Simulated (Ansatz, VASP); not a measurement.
## Cross-check of SrBe between VASP and Ansatz

One calculation is typed for both programs; each brings its own data sets. How far apart do they land? The cell is generated by rule, not measured, and may not be a known phase. The cell is taken from a series of runs on this material, whose earlier steps may have relaxed, scaled, displaced or heated it; both programs get it as it stands.

Program: Ansatz 0.2.0. Level of theory: plane waves, with VASP 6.6.1 beside it; relaxation of cell and atoms at PBEsol. Results are calculated unless marked as measured.

The structure was built from a prototype and need not be the compound's stable phase.

**1. Starting point**

It takes space group Pm-3m (No. 221, cubic). Conventional cell: a = 3.704 Å, b = 3.704 Å, c = 3.704 Å, α = 90.00°, β = 90.00°, γ = 90.00°. Nearest to Sr lie 8 Be at 3.21 Å. Nearest to Be lie 8 Sr at 3.21 Å. Farther neighbours are not listed.

Coordinates:

```
Sr Be
1.0
     3.70446    0.00000    0.00000
     0.00000    3.70446    0.00000
     0.00000    0.00000    3.70446
Sr Be
1 1
Direct
  0.50000 0.50000 0.50000
  0.00000 0.00000 0.00000
```

**2. VASP: relaxation of cell and atoms, PBEsol**

The relaxed volume is the usual yardstick between codes: in a stiff, nearly cubic crystal its relative difference is about their pressure difference at one cell divided by the bulk modulus.

Lines of VASP's logs that name or quote its potential files are left out, and so is its time.

File INCAR:

```
SYSTEM = SrBe
PREC = Accurate
ENCUT = 600
EDIFF = 1E-07
NELM = 120
ISMEAR = 1
SIGMA = 0.15
LREAL = .FALSE.
ALGO = Normal
GGA = PS
NBANDS = 12
LORBIT = 11
LWAVE = .FALSE.
LCHARG = .FALSE.
ISIF = 3
IBRION = 2
NSW = 80
EDIFFG = -0.005
LASPH = .TRUE.
GGA_COMPAT = .FALSE.
NELMIN = 4
KPAR = 2
```

File POSCAR:

```
SrBe
1.0
    3.7044580000      0.0000000000      0.0000000000
    0.0000000000      3.7044580000      0.0000000000
    0.0000000000      0.0000000000      3.7044580000
Sr Be
1 1
Direct
    0.5000000000      0.5000000000      0.5000000000
    0.0000000000      0.0000000000      0.0000000000
```

File KPOINTS:

```
Automatic mesh
0
Gamma
12 12 12
0 0 0
```

Potentials, in the order of the species: Sr_sv and Be (PBE family, release 64).

Started as:

```console
$ mpirun -np 2 vasp_std
```

Numbers of over 12 decimals in the logs are rounded to 6 here.

Output:

```text
[banner, memory and clock lines left out]
running    2 mpi-ranks, on    1 nodes
 distrk:  each k-point on    1 cores,    2 groups
 distr:  one band on    1 cores,    1 groups

 POSCAR found type information on POSCAR SrBe
 POSCAR found :  2 types and       2 ions
|                                                                             |
|               ----> ADVICE to this user running VASP <----                  |
|                                                                             |
|     You enforced a specific xc type in the INCAR file but a different       |
|     [... a line on the potential file left out ...]
|     I HOPE YOU KNOW WHAT YOU ARE DOING!                                     |
|                                                                             |

 LDA part: xc-table for (Slater+PW92), standard interpolation
 POSCAR, INCAR and KPOINTS ok, starting setup
 FFT: planning ... GRIDC
 FFT: planning ... GRID_SOFT
 FFT: planning ... GRID
 WAVECAR not read
 entering main loop
       N       E                     dE             d eps       ncg     rms          rms(c)
DAV:   1     0.477879206984E+02    0.47788E+02   -0.63596E+03  2016   0.973E+02
DAV:   2    -0.172565146499E+01   -0.49514E+02   -0.48010E+02  2500   0.187E+02
DAV:   3    -0.464345524643E+01   -0.29178E+01   -0.28997E+01  3308   0.386E+01
DAV:   4    -0.477876692378E+01   -0.13531E+00   -0.13515E+00  2720   0.530E+00
DAV:   5    -0.478234179370E+01   -0.35749E-02   -0.35748E-02  3012   0.712E-01    0.181E+01
DAV:   6    -0.476502167668E+01    0.17320E-01   -0.16517E-02  2604   0.113E+00    0.106E+01
DAV:   7    -0.475742597137E+01    0.75957E-02   -0.39504E-02  3000   0.159E+00    0.279E-01
DAV:   8    -0.475770604355E+01   -0.28007E-03   -0.16225E-03  2668   0.279E-01    0.144E-01
DAV:   9    -0.475779207186E+01   -0.86028E-04   -0.16161E-04  3104   0.818E-02    0.269E-02
DAV:  10    -0.475779530419E+01   -0.32323E-05   -0.51276E-06  2536   0.189E-02    0.101E-02
DAV:  11    -0.475779550576E+01   -0.20157E-06   -0.19535E-06  3136   0.799E-03    0.158E-03
DAV:  12    -0.475779543386E+01    0.71903E-07   -0.56991E-08  1960   0.190E-03
   1 F= -.47577954E+01 E0= -.47588107E+01  d E =-.475780E+01
 curvature:   0.00 expect dE= 0.000E+00 dE for cont linesearch  0.000E+00
 trial: gam= 0.00000 g(F)=  0.000E+00 g(S)=  0.291E-04 ort = 0.000E+00 (trialstep = 0.100E+01)
 search vector abs. value=  0.291E-04
 bond charge predicted
       N       E                     dE             d eps       ncg     rms          rms(c)
DAV:   1    -0.475793938602E+01   -0.14388E-03   -0.32533E-03  2216   0.411E-01    0.103E-01
DAV:   2    -0.475784572087E+01    0.93665E-04   -0.32785E-04  2572   0.149E-01    0.442E-02
DAV:   3    -0.475780898930E+01    0.36732E-04   -0.83486E-05  3320   0.543E-02    0.397E-02
DAV:   4    -0.475781118804E+01   -0.21987E-05   -0.90189E-06  3352   0.162E-02    0.196E-02
DAV:   5    -0.475781402846E+01   -0.28404E-05   -0.12822E-05  3276   0.173E-02    0.327E-03
DAV:   6    -0.475781437732E+01   -0.34886E-06   -0.10815E-07  2076   0.316E-03    0.138E-03
DAV:   7    -0.475781441824E+01   -0.40924E-07   -0.11318E-08  1304   0.116E-03
   2 F= -.47578144E+01 E0= -.47588254E+01  d E =-.189844E-04
 trial-energy change:   -0.000019  1 .order   -0.000019   -0.000029   -0.000008
 step:   1.3156(harm=  1.3713)  dis= 0.00000  next Energy=    -4.757816 (dE=-0.202E-04)
 reached required accuracy - stopping structural energy minimisation
```

Parts of OUTCAR (step 2):

```text
ion  position               nearest neighbor table
   1  0.500  0.500  0.500-   2 3.21   2 3.21   2 3.21   2 3.21   2 3.21   2 3.21   2 3.21   2 3.21

  LATTYP: Found a simple cubic cell.
 ALAT       =     3.7044580000

 Subroutine GETGRP returns: Found 48 space group operations
 (whereof 48 operations were pure point group operations)

The static configuration has the point symmetry O_h .

 Found     84 irreducible k-points:

   k-points           NKPTS =     84   k-points in BZ     NKDIM =     84   number of bands    NBANDS=     12

   dimension x,y,z NGX =    30 NGY =   30 NGZ =   30
   dimension x,y,z NGXF=    60 NGYF=   60 NGZF=   60

   ENCUT  =  600.0 eV  44.10 Ry    6.64 a.u.   7.40  7.40  7.40*2*pi/ulx,y,z

   NELECT =      12.0000    total number of electrons

 k-points in reciprocal lattice and weights: Automatic mesh
   0.00000000  0.00000000  0.00000000       0.001
   0.08333333  0.00000000  0.00000000       0.003
   0.16666667  0.00000000  0.00000000       0.003
   0.25000000  0.00000000  0.00000000       0.003
   0.33333333  0.00000000  0.00000000       0.003
   0.41666667  0.00000000  0.00000000       0.003
   0.50000000  0.00000000  0.00000000       0.002
   0.08333333  0.08333333  0.00000000       0.007
   0.16666667  0.08333333  0.00000000       0.014
[...]
0.50000000  0.50000000  0.41666667       0.003
   0.50000000  0.50000000  0.50000000       0.001

 average (electrostatic) potential at core
       1 -38.2942       2 -37.8130

 E-fermi :   2.4587

 k-point     1 :       0.0000    0.0000    0.0000
  band No.  band energies     occupation
      1     -32.6217      2.00000
      2     -14.5076      2.00000
      3     -14.5076      2.00000
      4     -14.5076      2.00000
      5      -2.7825      2.00000
      6       3.7354     -0.00000
      7       3.7354     -0.00000
      8       5.9905      0.00000
      9       5.9905      0.00000
     10       5.9905      0.00000
    ...

 k-point     2 :       0.0833    0.0000    0.0000
  band No.  band energies     occupation
      1     -32.6195      2.00000
      2     -14.5408      2.00000
      3     -14.5045      2.00000
      4     -14.5045      2.00000
      5      -2.6889      2.00000
      6       3.6020     -0.00000
      7       3.7846     -0.00000
      8       5.8635      0.00000
      9       5.8635      0.00000
     10       6.0404      0.00000
    ...

 k-point     3 :       0.1667    0.0000    0.0000
  band No.  band energies     occupation
      1     -32.6136      2.00000
      2     -14.6300      2.00000
      3     -14.4962      2.00000
      4     -14.4962      2.00000
      5      -2.4173      2.00000
      6       3.1600     -0.00000
      7       3.9266     -0.00000
      8       5.5576      0.00000
      9       5.5576      0.00000
     10       6.3355      0.00000
    ...

  Total       -0.0054328     -0.0054328     -0.0054328     -0.0000000      0.0000000      0.0000000
  in kB       -0.1714727     -0.1714727     -0.1714727     -0.0000000      0.0000000      0.0000000
  external PRESSURE =      -0.1714727 kB  Pullay stress =       0.0000000 kB

  energy-cutoff  :      600.00
  volume of cell :       50.76
      direct lattice vectors                 reciprocal lattice vectors
     3.702665147  0.000000000  0.000000000     0.270075732  0.000000000 -0.000000000
    -0.000000000  3.702665147  0.000000000    -0.000000000  0.270075732  0.000000000
     0.000000000  0.000000000  3.702665147     0.000000000  0.000000000  0.270075732

 POSITION                                       TOTAL-FORCE (eV/Angst)
 -----------------------------------------------------------------------------------
      1.85133      1.85133      1.85133        -0.000000      0.000000      0.000000
      0.00000      0.00000      0.00000         0.000000      0.000000      0.000000
 -----------------------------------------------------------------------------------
    total drift:                                0.000000      0.000000      0.000000

  FREE ENERGIE OF THE ION-ELECTRON SYSTEM (eV)
  ---------------------------------------------------
  free  energy   TOTEN  =        -4.7578144182 eV

  energy  without entropy=       -4.7608473946  energy(sigma->0) =       -4.75882541

 reached required accuracy - stopping structural energy minimisation

 total charge
# of ion       s       p       d       tot
------------------------------------------
    1        2.045   5.720   0.250   8.015
    2        0.463   0.340   0.000   0.803
--------------------------------------------------
tot          2.509   6.060   0.250   8.818

[... 3 further parts left out ...]
```

**3. Ansatz: relaxation of cell and atoms, PBEsol**

Ansatz runs on norm-conserving files, of PseudoDojo where its log says so.

The same cell, functional, mesh and smearing now go to Ansatz, which takes its cutoff from its data sets.

File input.yaml:

```yaml
crystal:
  lattice:
    - [3.7044577973, 0.0, 0.0]
    - [0.0, 3.7044577973, 0.0]
    - [0.0, 0.0, 3.7044577973]
  atoms:
    - { symbol: Sr, position: [0.5, 0.5, 0.5] }
    - { symbol: Be, position: [0.0, 0.0, 0.0] }
kpoints:
  mp_grid: { grid: [12, 12, 12] }
hamiltonian:
  xc: pbesol
  pseudopotentials: { kind: nc }
scf:
  occupations: { method: methfessel_paxton, width: 0.15 }
output:
  forces: true
  stress: true
  eigenvalues: true
relax:
  adjacent_minimum: "off"
  f_tol: 0.001
  max_steps: 60
  cell: { stress_tol: 0.01 }
```

Started as:

```console
$ ansatz run input.yaml --threads 4 --pin off --max-ram 7168MiB --backend cpu --events-out ev --progress --plain --runs-dir out
```

Output:

```text
Engine: ansatz 0.2.0, aarch64-unknown-linux-gnu
Pseudopotentials: kind: nc
Pseudopotential: Sr, nc, valence charge 10, recommended cutoff 925.187132 eV (normal), Sr.nc.azcp (PseudoDojo's, or run here from an input of PseudoDojo's: the run reads no file of this project's for it)
Pseudopotential: Be, nc, valence charge 4, recommended cutoff 1197.300995 eV (normal), Be.nc.azcp (PseudoDojo's, or run here from an input of PseudoDojo's: the run reads no file of this project's for it)
Functional definition: PBEsol
  exchange = pbesol_x
  correlation = pbesol_c
Crystal: 2 atoms, lattice volume = 50.836 Å³
Basis set: ecut = 1197.300995 eV, 4801 PW (Γ), exchange–correlation on 90×90×90 points (8 copies of the dense FFT grid, shifted against one another)
Bands: 11, of which v1, the nominal top of the filled ones, is band 7 counted from 1 (6 counted from 0)
Symmetry: 48 space group operations
Space group: Pm-3m (ITA 221), of the structure as read, at distance tolerance 3.7e-5 Å
k-points: 84 of 1728
Non-local potential: Sr, projectors of the file, l = 0: 2, l = 1: 2, l = 2: 2
Non-local potential: Be, projectors of the file, l = 0: 2, l = 1: 2
Initial density: superposition of atomic densities (chi_scale 0.1, normalization cell, long waves kept (reshape's long-wave potential 0.00 eV rms))
Initial wavefunctions: pseudopotential atomic-orbital guess
Functional: x = pbesol(κ = 0.804, μ = 0.123457), c = pbesol(β = 0.046)
SCF iter   1: F=—  HF=-1307.338790 eV  |F-HF|=—  |Δ(HF+E_count)|=         —  Δρ=1.90e-2  dr2=6.64e-2  ethr=3.10e-3  ⟨swp⟩=5.7  Hψ=6993  notcnv=0
preconditioner: auto → none  [metal: Δε(μ)=0.043 eV  Ē_g=4.572 eV  σ=0.150 eV  W_gap=0.24  n_scr=6 (ndim 8)  ℏωp=10.4 eV  f_vac=0.000  D(μ)=0.91/eV (n_scr^D=6)  sad-step TF]
SCF iter   2: F=—  HF=-1307.328781 eV  |F-HF|=—  |Δ(HF+E_count)|=   1.00e-2  S|Δr|=    0.00e0  Δρ=9.98e-3  dr2=2.41e-2  ethr=4.74e-4  ⟨swp⟩=1.0  Hψ=1596  notcnv=0
SCF iter   3: F=—  HF=-1307.326615 eV  |F-HF|=—  |Δ(HF+E_count)|=   2.17e-3  S|Δr|=    0.00e0  Δρ=1.10e-3  dr2=1.68e-4  ethr=1.72e-4  ⟨swp⟩=2.0  Hψ=1118  notcnv=0
SCF iter   4: F=—  HF=-1307.326717 eV  |F-HF|=—  |Δ(HF+E_count)|=   1.02e-4  S|Δr|=    0.00e0  Δρ=1.77e-4  dr2=1.10e-5  ethr=1.20e-6  ⟨swp⟩=2.8  Hψ=1618  notcnv=0
SCF iter   5: F=—  HF=-1307.326670 eV  |F-HF|=—  |Δ(HF+E_count)|=   4.74e-5  S|Δr|=    0.00e0  Δρ=3.63e-5  dr2=3.02e-7  ethr=7.83e-8  ⟨swp⟩=2.1  Hψ=1415  notcnv=0
SCF iter   6: F=-1307.326670 eV  HF=-1307.326670 eV  |F-HF|=1.63e-9  |Δ(HF+E_count)|=   5.51e-9  S|Δr|=    0.00e0  Δρ=1.05e-5  dr2=1.24e-8  ethr=7.14e-10  ⟨swp⟩=8.7  Hψ=5685  notcnv=0
SCF 1 converged in 6 iterations: F = -1307.326670 eV  dr2 = 1.24e-8
relax step   1: F+E_penalty+E_count = -1307.32666956 eV  Δ(F+E_penalty+E_count) = +0.000e0 eV  max|allowed force component| = 1.980e-29 eV/Å  Δτ_max = 0.0000 Å  P = -0.141 GPa  Ω = 50.836 Å³  (6 SCF iters, dr2 threshold 1.00e-7 eV, accepted)
[...]
relax step   2: F+E_penalty+E_count = -1307.32678318 eV  Δ(F+E_penalty+E_count) = -1.136e-4 eV  max|allowed force component| = 1.831e-30 eV/Å  Δτ_max = 0.0000 Å  P = +0.023 GPa  Ω = 50.572 Å³  energy of the carried Pulay correction = +1.592e-5 eV  (3 SCF iters, dr2 threshold 4.96e-8 eV, accepted)
[...]
relax step   3: F+E_penalty+E_count = -1307.32678361 eV  Δ(F+E_penalty+E_count) = -4.289e-7 eV  max|allowed force component| = 7.396e-30 eV/Å  Δτ_max = 0.0000 Å  P = -0.000 GPa  Ω = 50.609 Å³  energy of the carried Pulay correction = +1.366e-5 eV  (2 SCF iters, dr2 threshold 1.36e-9 eV, accepted)
[...]
relax step   4: F+E_penalty+E_count = -1307.32677033 eV  Δ(F+E_penalty+E_count) = +1.328e-5 eV  max|allowed force component| = 1.676e-29 eV/Å  Δτ_max = 0.0000 Å  P = -0.001 GPa  Ω = 50.609 Å³  stress off target by 1.14e-3 GPa  SCF on the basis re-selected at this cell (its energy is not comparable with the rows above)  (4 SCF iters)
basis re-selected at this cell: Δ(F+E_penalty+E_count) = +1.328e-5 eV, ΔP = -0.001 GPa vs the last step (what re-selecting the basis moved, of the pressure what is left beyond the Pulay correction that the steps carried, after the strain that the cell walked since its last selection, with what the two solves' SCF thresholds leave and, on support functions, any second-order correction that the steps lacked; it is no m [...]
SCF converged after 4 iterations
Stability not checked: this state was not tested for a lower state beside it, because cold or Methfessel-Paxton smearing, or corrected tetrahedra, fill the levels in a way that the test cannot read (fill_not_monotonic; see scf.lower_state_search)
Free energy (F): -1307.326770 eV
Harris-Foulkes:  -1307.326770 eV  (|F-HF|=6.82e-13)
Internal energy: -1307.329803 eV  (E = F + TS)
E sigma→0 (E₀):  -1307.327529 eV
Entropy (-TS):   0.003033 eV (1.516 meV/atom)
Fermi energy:    6.591654 eV
--- Per-component energies (eV) ---
  E_band       = -288.086460
  E_kinetic    = 483.691073
  E_local      = -811.759433  (includes V_loc(G=0)·N_el)
  E_nonlocal   = -138.838919
  E_hartree    = 213.921165
  E_xc         = -288.837905
  E_vxc        = -249.021506  (∫ρ·V_xc dr)
  E_ewald      = -765.505785
  E_smearing   = 0.003033  (= −TS)
  E_closure    = -0.000000  (closes the sum)
  Σ components = -1307.326770   (vs F -1307.326770, Δ=0.00e0)
--- Forces (eV/Å), atoms counted from 1 ---
  atom   1  Sr     0.00000000     0.00000000     0.00000000
  atom   2  Be     0.00000000     0.00000000    -0.00000000
  max |Σ_I F_I| component: 3.39e-29 eV/Å
--- Stress (GPa, compression-positive) ---
       -0.001140       0.000000       0.000000
        0.000000      -0.001140       0.000000
        0.000000       0.000000      -0.001140
  P = ⅓ Tr σ = -0.0011 GPa (-0.011 kbar)
--- Band table (eV; the first three rows and the last of 84) ---
  k-point 0: bands = [... 3 lower, -10.3492, -10.3492, 1.3477, 7.8777, 7.8777, 10.1119, 10.1119, 10.1119]
  k-point 1: bands = [... 3 lower, -10.3461, -10.3461, 1.4416, 7.7428, 7.9269, 9.9881, 9.9881, 10.1638]
  k-point 2: bands = [... 3 lower, -10.3376, -10.3376, 1.7139, 7.2977, 8.0690, 9.6885, 9.6885, 10.4623]
  k-point 83: bands = [... 3 lower, -10.6710, -10.6710, 5.4970, 5.4970, 5.4970, 6.9106, 12.4133, 12.4133]
--- Relaxed structure (3 steps of the walk, 3 accepted, 1 SCFs on fresh bases) ---
  F+E_penalty+E_count = -1307.32677033 eV   max|allowed force component| = 1.676e-29 eV/Å   (the final SCF, on the basis selected at the relaxed cell)
  cell:  # Å, volume = 50.6093 Å³
    - [3.698935, 0, 0]
    - [0, 3.698935, 0]
    - [0, 0, 3.698935]
  atoms:
    - { symbol: Sr, position: [0.500000, 0.500000, 0.500000] }
    - { symbol: Be, position: [0, 0, 0] }
```

**4. Differences**

Known differences besides the potentials themselves: the data sets hold 14 valence electrons in Ansatz (on norm-conserving files, of PseudoDojo where its log says so) and 12 in VASP; the cutoff is 1197.3 eV in Ansatz and 600 eV in VASP; Ansatz adds a Pulay correction to the stress that steers its cell, VASP none. Total energies have different zeros and are not compared.

The two programs side by side:

```
                                         quantity  Ansatz   VASP  difference
                                      volume (Å³)   50.61  50.76     -0.30 %
edge a after relaxation, in the typed setting (Å)   3.699  3.703     -0.10 %
```

**5. Outcome**

```yaml
difference_in_volume_relaxation_of_cell_and_atoms_pbesol: -0.30 %
```

The difference in volume is -0.30 % (relaxation of cell and atoms, PBEsol), within the 1.2 % picked in this series as the mark of a large difference, as far as the stopping tolerances let one tell. The data sets hold unlike numbers of valence electrons (14 in Ansatz and 12 in VASP), so part of the differences comes from the potentials. How closely two codes agree says nothing of how well the functional describes the real material.

[Lines on the potential files, build, host, timing and source positions are cut from VASP's logs without a mark.]

[Logs are printed without paths, hosts, clocks, repeated set-up lines and the standing remarks that a program may print on its own settings, such as how far it seeks lower states.]

[Hosts, paths, dates, database ids (printed as entryN), source tags and the programs' standing remarks are cut or masked in the printed files.]
